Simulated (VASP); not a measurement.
# A VASP study of AlCo (LDA): structure first, properties next

What structure does AlCo take at this level, and what are its properties? The steps: magnetic order: ferromagnetic, magnetic order: antiferromagnetic, q = (0, 0, 1/2), magnetic order: antiferromagnetic, q = (1/2, 1/2, 1/2), magnetic order: antiferromagnetic, q = (1/2, 1/2, 0), the orders side by side, full relaxation (LDA), second relaxation, density, ELF and potential (LDA), band structure (LDA), total and projected DOS (LDA) and independent-particle dielectric function (LDA). Left out of this account: 1 further run (relaxation: it shows nothing beyond the runs told). The start is a computed cell from the Materials Project.

Method: LDA, spin-polarised from a ferromagnetic start (one magnetic atom a cell); plane waves and PAW (Al, Co), in the first sound run; inputs show where later runs differ, in VASP 6.6.1.

## 1. Set-up

It takes space group Pm-3m (No. 221, cubic). The conventional cell has a = 2.819 Å, b = 2.819 Å, c = 2.819 Å, α = 90.00°, β = 90.00°, γ = 90.00°. Nearest to Al lie 8 Co at 2.44 Å. Co has 8 Al at 2.44 Å nearest. Farther neighbours are not listed.

## 2. Magnetic order: ferromagnetic

The properties of a magnet depend on its order, so a few collinear patterns are compared first on the cell as listed, beginning with all moments parallel. LDA, the lowest rung, knows the local density alone.

INCAR

```
SYSTEM = AlCo
PREC = Accurate
ENCUT = 400
EDIFF = 1E-06
NELM = 100
ISMEAR = 1
SIGMA = 0.2
LREAL = .FALSE.
ALGO = Normal
GGA = CA
NBANDS = 15
ISPIN = 2
MAGMOM = 0 2
LASPH = .TRUE.
LMAXMIX = 4
LORBIT = 11
LWAVE = .FALSE.
LCHARG = .FALSE.
KPAR = 4
ISIF = 2
```

POSCAR

```
AlCo
1.0
    2.8194032100      0.0000000000      0.0000000000
    0.0000000000      2.8194032100      0.0000000000
    0.0000000000      0.0000000000      2.8194032100
Al Co
1 1
Direct
    0.0000000000      0.0000000000      0.0000000000
    0.5000000000      0.5000000000      0.5000000000
```

KPOINTS

```
Automatic mesh
0
Gamma
8 8 8
0 0 0
```

PAW data sets: Al and Co (LDA family, release 64).

On the command line:

```sh
$ mpirun -np 4 vasp_std
```

Log:

```text
[banner, memory and clock lines left out]
running    4 mpi-ranks, on    1 nodes
 distrk:  each k-point on    1 cores,    4 groups
 distr:  one band on    1 cores,    1 groups

 POSCAR found type information on POSCAR AlCo
 POSCAR found :  2 types and       2 ions
 LDA part: xc-table for (Slater(with rela. corr.)+CA(PZ))
 , standard interpolation
 POSCAR, INCAR and KPOINTS ok, starting setup
 FFT: planning ... GRIDC
 FFT: planning ... GRID_SOFT
 FFT: planning ... GRID
 WAVECAR not read
 entering main loop
       N       E                     dE             d eps       ncg     rms          rms(c)
DAV:   1     0.266429954792E+02    0.26643E+02   -0.43465E+03  2204   0.698E+02
DAV:   2    -0.136576958372E+02   -0.40301E+02   -0.36085E+02  2450   0.140E+02
DAV:   3    -0.148919016407E+02   -0.12342E+01   -0.12275E+01  2569   0.270E+01
DAV:   4    -0.149075678941E+02   -0.15666E-01   -0.15664E-01  2689   0.284E+00
DAV:   5    -0.149080146381E+02   -0.44674E-03   -0.44674E-03  2642   0.498E-01    0.140E+01
DAV:   6    -0.174875294513E+02   -0.25795E+01   -0.45593E+01  2387   0.817E+01    0.165E+01
DAV:   7    -0.137390117235E+02    0.37485E+01   -0.24091E+01  2465   0.526E+01    0.231E+00
DAV:   8    -0.137108070835E+02    0.28205E-01   -0.15417E-01  2512   0.272E+00    0.133E+00
DAV:   9    -0.136959394021E+02    0.14868E-01   -0.31556E-02  2670   0.148E+00    0.545E-01
DAV:  10    -0.136947174050E+02    0.12220E-02   -0.65058E-04  2538   0.210E-01    0.183E-01
DAV:  11    -0.136946439602E+02    0.73445E-04   -0.40946E-05  2951   0.589E-02    0.109E-01
DAV:  12    -0.136946413774E+02    0.25828E-05   -0.35021E-05  2787   0.503E-02    0.295E-02
DAV:  13    -0.136946388112E+02    0.25662E-05   -0.18556E-06  1865   0.103E-02    0.743E-03
DAV:  14    -0.136946387791E+02    0.32104E-07   -0.29939E-07  1260   0.529E-03
   1 F= -.13694639E+02 E0= -.13694405E+02  d E =-.699970E-03  mag=     0.0002
```

Elapsed: 2.2 s, on 4 MPI ranks of AMD EPYC 9R45, shared host; peak memory 0.37 GiB; 7 s of CPU time.

The logs omit lines about the potential files and the build; timing stands in the text.

OUTCAR, selected parts (step 2):

```text
ion  position               nearest neighbor table
   1  0.000  0.000  0.000-   2 2.44   2 2.44   2 2.44   2 2.44   2 2.44   2 2.44   2 2.44   2 2.44

  LATTYP: Found a simple cubic cell.
 ALAT       =     2.8194032100

 Subroutine GETGRP returns: Found 48 space group operations
 (whereof 48 operations were pure point group operations)

The static configuration has the point symmetry O_h .

 Found     35 irreducible k-points:

   k-points           NKPTS =     35   k-points in BZ     NKDIM =     35   number of bands    NBANDS=     15

   dimension x,y,z NGX =    18 NGY =   18 NGZ =   18
   dimension x,y,z NGXF=    36 NGYF=   36 NGZF=   36

   ENCUT  =  400.0 eV  29.40 Ry    5.42 a.u.   4.60  4.60  4.60*2*pi/ulx,y,z

   NELECT =      12.0000    total number of electrons

 k-points in reciprocal lattice and weights: Automatic mesh
   0.00000000  0.00000000  0.00000000       0.002
   0.12500000  0.00000000  0.00000000       0.012
   0.25000000  0.00000000  0.00000000       0.012
   0.37500000  0.00000000  0.00000000       0.012
   0.50000000  0.00000000  0.00000000       0.006
   0.12500000  0.12500000  0.00000000       0.023
   0.25000000  0.12500000  0.00000000       0.047
   0.37500000  0.12500000  0.00000000       0.047
   0.50000000  0.12500000  0.00000000       0.023
[...]
0.50000000  0.50000000  0.37500000       0.012
   0.50000000  0.50000000  0.50000000       0.002

 average (electrostatic) potential at core
       1 -67.0599       2 -77.3003

 E-fermi :  10.7368

 spin component 1
 k-point     1 :       0.0000    0.0000    0.0000
  band No.  band energies     occupation
    ...
      2       7.6045      1.00000
      3       7.6045      1.00000
      4       9.8934      1.00000
      5       9.8934      1.00000
      6       9.8934      1.00000
      7      16.8424      0.00000
      8      16.8424      0.00000
      9      16.8424      0.00000
     10      19.6958      0.00000
     11      19.6958      0.00000
    ...

 k-point     2 :       0.1250    0.0000    0.0000
  band No.  band energies     occupation
    ...
      2       7.5695      1.00000
      3       7.6872      1.00000
      4       9.7348      1.00000
      5       9.7348      1.00000
      6       9.9111      1.00000
      7      14.7560      0.00000
      8      17.2576      0.00000
      9      17.2576      0.00000
     10      19.6471      0.00000
     11      21.5520      0.00000
    ...

 k-point     3 :       0.2500    0.0000    0.0000
  band No.  band energies     occupation
    ...
      2       7.1903      1.00000
      3       7.8952      1.00000
      4       9.3912      1.00000
      5       9.3912      1.00000
      6       9.9531      1.00000
      7      12.3292     -0.00000
      8      18.3768      0.00000
      9      18.3768      0.00000
     10      19.5108      0.00000
     11      23.4246      0.00000
    ...

 k-point     4 :       0.3750    0.0000    0.0000
  band No.  band energies     occupation
    ...
      2       5.8754      1.00000
      3       8.1170      1.00000
      4       9.0903      1.00000
      5       9.0903      1.00000
      6       9.9957      1.00000
      7      11.1388     -0.00774
      8      19.3452      0.00000
      9      19.9807      0.00000
     10      19.9807      0.00000
     11      24.5607      0.00000
    ...

 k-point     5 :       0.5000    0.0000    0.0000
  band No.  band energies     occupation
    ...
      2       3.9891      1.00000
      3       8.2134      1.00000
      4       8.9750      1.00000
      5       8.9750      1.00000
      6      10.0135      1.00000
      7      10.9032      0.00221
      8      19.2661      0.00000
      9      21.5052      0.00000
     10      21.5052      0.00000
     11      22.6796      0.00000
    ...

 k-point     6 :       0.1250    0.1250    0.0000
  band No.  band energies     occupation
    ...
      2       7.6296      1.00000
      3       7.6975      1.00000
      4       9.5477      1.00000
      5       9.7210      1.00000
      6       9.7908      1.00000
      7      14.7363     -0.00000
      8      15.4932      0.00000
      9      17.6642      0.00000
     10      20.5578      0.00000
     11      22.7462      0.00000
    ...

  Total       -0.7319221     -0.7319221     -0.7319221      0.0000000      0.0000000     -0.0000000
  in kB      -52.3243511    -52.3243511    -52.3243511      0.0000000      0.0000000     -0.0000000
  external PRESSURE =     -52.3243511 kB  Pullay stress =       0.0000000 kB

  energy-cutoff  :      400.00
  volume of cell :       22.41
      direct lattice vectors                 reciprocal lattice vectors
     2.819403210  0.000000000  0.000000000     0.354684990  0.000000000  0.000000000
     0.000000000  2.819403210  0.000000000     0.000000000  0.354684990  0.000000000
     0.000000000  0.000000000  2.819403210     0.000000000  0.000000000  0.354684990

 POSITION                                       TOTAL-FORCE (eV/Angst)
 -----------------------------------------------------------------------------------
      0.00000      0.00000      0.00000         0.000000      0.000000      0.000000
      1.40970      1.40970      1.40970         0.000000      0.000000      0.000000
 -----------------------------------------------------------------------------------
    total drift:                                0.000000     -0.000000      0.000000

  FREE ENERGIE OF THE ION-ELECTRON SYSTEM (eV)
  ---------------------------------------------------
  free  energy   TOTEN  =       -13.6946387791 eV

  energy  without entropy=      -13.6939388089  energy(sigma->0) =      -13.69440546

 total charge
# of ion       s       p       d       tot
------------------------------------------
    1        0.404   0.448   0.000   0.852
    2        0.449   0.530   7.555   8.534
--------------------------------------------------
tot          0.853   0.978   7.555   9.386

 magnetization (x)
# of ion       s       p       d       tot
------------------------------------------
    1       -0.000  -0.000   0.000  -0.000
    2        0.000  -0.000   0.000   0.000
--------------------------------------------------
tot         -0.000  -0.000   0.000   0.000

[... 6 further parts left out ...]
```

The k-mesh is coarse for a metal. At this level the cell is under a tension of 5.2 GPa, so at these settings it is away from equilibrium.

Numbers from this step:

- SCF cycles: 14
- electrons: 12
- bands: 15
- irreducible k-points: 35
- symmetry operations: 48
- free energy (TOTEN): -13.69 eV
- energy at zero smearing: -13.69 eV
- Fermi energy: 10.74 eV
- pressure: -5.232 GPa
- metallic: yes

The spin moment in the PAW sphere vanishes on all atoms.

The moments fall under 0.1 μB, and the mesh shows no gap.

## 3. Magnetic order: antiferromagnetic, q = (0, 0, 1/2)

This step: LDA, spin-polarised from an antiferromagnetic start; plane waves and PAW (Al, Co) (VASP 6.6.1).

System of this step: AlCo. Symmetry: Pm-3m, No. 221, cubic system. The conventional cell has a = 2.819 Å, b = 2.819 Å, c = 2.819 Å, α = 90.00°, β = 90.00°, γ = 90.00°. Nearest to Al lie 8 Co at 2.44 Å. Co has 8 Al at 2.44 Å nearest. Farther neighbours are not listed.

Next, a pattern with opposite moments, which needs a doubled cell; q is given in the reciprocal vectors of the primitive cell.

Changes to INCAR since step 2:

```diff
@@ -10,5 +10,5 @@
 GGA = CA
-NBANDS = 15
+NBANDS = 20
 ISPIN = 2
-MAGMOM = 0 2
+MAGMOM = 0 0 2 -2
 LASPH = .TRUE.
```

POSCAR

```
AlCo
1.0
    2.8194032100      0.0000000000      0.0000000000
    0.0000000000      2.8194032100      0.0000000000
    0.0000000000      0.0000000000      5.6388064200
Al Co
2 2
Direct
    0.0000000000      0.0000000000      0.0000000000
    0.0000000000      0.0000000000      0.5000000000
    0.5000000000      0.5000000000      0.2500000000
    0.5000000000      0.5000000000      0.7500000000
```

KPOINTS

```
Automatic mesh
0
Gamma
8 8 4
0 0 0
```

On the command line:

```sh
$ mpirun -np 4 vasp_std
```

Log:

```text
[banner, memory and clock lines left out]
running    4 mpi-ranks, on    1 nodes
 distrk:  each k-point on    1 cores,    4 groups
 distr:  one band on    1 cores,    1 groups

 POSCAR found type information on POSCAR AlCo
 POSCAR found :  2 types and       4 ions
 LDA part: xc-table for (Slater(with rela. corr.)+CA(PZ))
 , standard interpolation
 POSCAR, INCAR and KPOINTS ok, starting setup
 FFT: planning ... GRIDC
 FFT: planning ... GRID_SOFT
 FFT: planning ... GRID
 WAVECAR not read
 entering main loop
       N       E                     dE             d eps       ncg     rms          rms(c)
DAV:   1     0.103951433204E+03    0.10395E+03   -0.86028E+03  3616   0.107E+03
DAV:   2    -0.249172586631E+02   -0.12887E+03   -0.12198E+03  3620   0.239E+02
DAV:   3    -0.298829536752E+02   -0.49657E+01   -0.48319E+01  4216   0.601E+01
DAV:   4    -0.299870111076E+02   -0.10406E+00   -0.10393E+00  4268   0.796E+00
DAV:   5    -0.299908253027E+02   -0.38142E-02   -0.38140E-02  4452   0.154E+00    0.196E+01
DAV:   6    -0.346789695618E+02   -0.46881E+01   -0.55681E+01  4172   0.123E+02    0.236E+01
DAV:   7    -0.273954478690E+02    0.72835E+01   -0.32774E+01  4056   0.840E+01    0.360E+00
DAV:   8    -0.274243223838E+02   -0.28875E-01   -0.72888E-01  4072   0.609E+00    0.231E+00
DAV:   9    -0.273937024646E+02    0.30620E-01   -0.92679E-02  5016   0.374E+00    0.948E-01
DAV:  10    -0.273897314217E+02    0.39710E-02   -0.12281E-02  5516   0.132E+00    0.373E-01
DAV:  11    -0.273893163059E+02    0.41512E-03   -0.10598E-03  4636   0.403E-01    0.161E-01
DAV:  12    -0.273893163828E+02   -0.76886E-07   -0.79105E-05  4592   0.141E-01    0.944E-02
DAV:  13    -0.273892985107E+02    0.17872E-04   -0.11910E-05  4832   0.426E-02    0.355E-02
DAV:  14    -0.273892940368E+02    0.44739E-05   -0.11047E-05  5008   0.453E-02    0.538E-03
DAV:  15    -0.273892940050E+02    0.31791E-07   -0.35383E-07  2028   0.601E-03
   1 F= -.27389294E+02 E0= -.27388828E+02  d E =-.139826E-02  mag=    -0.0000
```

Run time: 6 s. Hardware: 4 MPI ranks; peak memory 0.53 GiB.

From OUTCAR (step 3):

```text
  LATTYP: Found a simple tetragonal cell.
 ALAT       =     2.8194032100
 C/A-ratio  =     2.0000000000

 Subroutine GETGRP returns: Found 16 space group operations
 (whereof 16 operations were pure point group operations)

The static configuration has the point symmetry D_4h.

 Found     45 irreducible k-points:

   k-points           NKPTS =     45   k-points in BZ     NKDIM =     45   number of bands    NBANDS=     20

   dimension x,y,z NGX =    18 NGY =   18 NGZ =   40
   dimension x,y,z NGXF=    36 NGYF=   36 NGZF=   80

   ENCUT  =  400.0 eV  29.40 Ry    5.42 a.u.   4.60  4.60  9.20*2*pi/ulx,y,z

   NELECT =      24.0000    total number of electrons

 E-fermi :  10.7368

 spin component 1
 k-point     1 :       0.0000    0.0000    0.0000
  band No.  band energies     occupation
    ...
      8       8.9752      1.00000
      9       9.8936      1.00000
     10       9.8936      1.00000
     11       9.8936      1.00000
     12      10.0137      1.00000
     13      10.9036      0.00181
     14      16.8423      0.00000
     15      16.8423      0.00000
     16      16.8423      0.00000
     17      19.2661      0.00000
    ...

 k-point     2 :       0.1250    0.0000    0.0000
  band No.  band energies     occupation
    ...
      8       9.0058      1.00000
      9       9.7350      1.00000
     10       9.7350      1.00000
     11       9.8787      1.00000
     12       9.9113      1.00000
     13      10.8931      0.01493
     14      14.7560      0.00000
     15      17.2576      0.00000
     16      17.2576      0.00000
     17      18.2778      0.00000
    ...

 k-point     3 :       0.2500    0.0000    0.0000
  band No.  band energies     occupation
    ...
      8       9.0809      1.00000
      9       9.3914      1.00000
     10       9.3914      1.00000
     11       9.5753      1.00000
     12       9.9533      1.00000
     13      10.8376      0.12783
     14      12.3293     -0.00000
     15      16.4410      0.00000
     16      16.4750      0.00000
     17      18.3768      0.00000
    ...

 k-point     4 :       0.3750    0.0000    0.0000
  band No.  band energies     occupation
    ...
      9       9.0904      1.00000
     10       9.1575      1.00000
     11       9.2980      1.00000
     12       9.9959      1.00000
     13      10.6559      0.81350
     14      11.1391     -0.00771
     15      14.1285     -0.00000
     16      14.9800      0.00000
     17      19.3452      0.00000
     18      19.9806      0.00000
    ...

  Total       -1.4649080     -1.4649080     -1.4645548      0.0000000     -0.0000000      0.0000000
  in kB      -52.3623775    -52.3623775    -52.3497531      0.0000000     -0.0000000      0.0000000
  external PRESSURE =     -52.3581694 kB  Pullay stress =       0.0000000 kB

  energy-cutoff  :      400.00
  volume of cell :       44.82
      direct lattice vectors                 reciprocal lattice vectors
     2.819403210  0.000000000  0.000000000     0.354684990  0.000000000  0.000000000
     0.000000000  2.819403210  0.000000000     0.000000000  0.354684990  0.000000000
     0.000000000  0.000000000  5.638806420     0.000000000  0.000000000  0.177342495

 POSITION                                       TOTAL-FORCE (eV/Angst)
 -----------------------------------------------------------------------------------
      0.00000      0.00000      0.00000         0.000000     -0.000000     -0.000000
      0.00000      0.00000      2.81940         0.000000     -0.000000     -0.000000
      1.40970      1.40970      1.40970        -0.000000      0.000000      0.000000
      1.40970      1.40970      4.22910        -0.000000      0.000000      0.000000
 -----------------------------------------------------------------------------------
    total drift:                                0.000000      0.000000     -0.000000

  FREE ENERGIE OF THE ION-ELECTRON SYSTEM (eV)
  ---------------------------------------------------
  free  energy   TOTEN  =       -27.3892940050 eV

  energy  without entropy=      -27.3878957453  energy(sigma->0) =      -27.38882792

 total charge
# of ion       s       p       d       tot
------------------------------------------
    1        0.404   0.448   0.000   0.852
    2        0.404   0.448   0.000   0.852
    3        0.449   0.530   7.555   8.534
    4        0.449   0.530   7.555   8.534
--------------------------------------------------
tot          1.706   1.955  15.111  18.772

 magnetization (x)
# of ion       s       p       d       tot
------------------------------------------
    1        0.000   0.000   0.000   0.000
    2        0.000   0.000   0.000   0.000
    3        0.000  -0.000   0.000   0.000
    4       -0.000   0.000  -0.000  -0.000
--------------------------------------------------
tot          0.000   0.000   0.000   0.000

[... 6 further parts left out ...]
```

Numbers from this step:

```yaml
scf_cycles: 15
electrons: 24
bands: 20
irreducible_k_points: 45
symmetry_operations: 16
free_energy_toten: -27.39 eV
energy_at_zero_smearing: -27.39 eV
pressure: -5.236 GPa
```

The spin moment in the PAW sphere vanishes on all atoms.

The energy lies -0.0 meV an atom from the first pattern, a difference of sampling, since both runs hold the same state. The moments fall under 0.1 μB, and the mesh shows no gap.

(Continued in part 2 of 5.)

[Lines on the potential files, build, host, timing and source positions are cut from VASP's logs without a mark.]

[Logs are printed without paths, hosts, clocks, repeated set-up lines and the standing remarks that a program may print on its own settings, such as how far it seeks lower states.]

[Hosts, paths, dates, database ids (printed as entryN), source tags and the programs' standing remarks are cut or masked in the printed files.]

[A measured line is paired with the nearest computed mode of its activity, which favours agreement.]
